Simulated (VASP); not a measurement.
# Zr (relaxed from the simple-cubic structure, space group Pm-3m): computed properties

These are r2SCAN meta-GGA, VASP's PBE PAW potentials (set 64) (plane waves; VASP 6.6.1) values and carry that method's errors.

```json
{
 "space_group": "Pm-3m (221)",
 "cell": "a = b = c = 2.899 Å, α = β = γ = 90.00°",
 "volume_per_atom": "24.35 Å³/atom",
 "band gap (over mesh and band path)": "none (metal, semimetal or under 0.01 eV)",
 "density": "6.22 g/cm³"
}
```

```
CELL_PARAMETERS angstrom
      2.89854     0.00000     0.00000
      0.00000     2.89854     0.00000
      0.00000     0.00000     2.89854
ATOMIC_POSITIONS crystal
  Zr 0.00000 0.00000 0.00000
```

The structure was generated: Zr was put into the simple-cubic type (Pm-3m), which need not be its known phase. It was relaxed first, which changed the volume by -6 %. Symmetry was kept, so distortions that lower it aren't found.
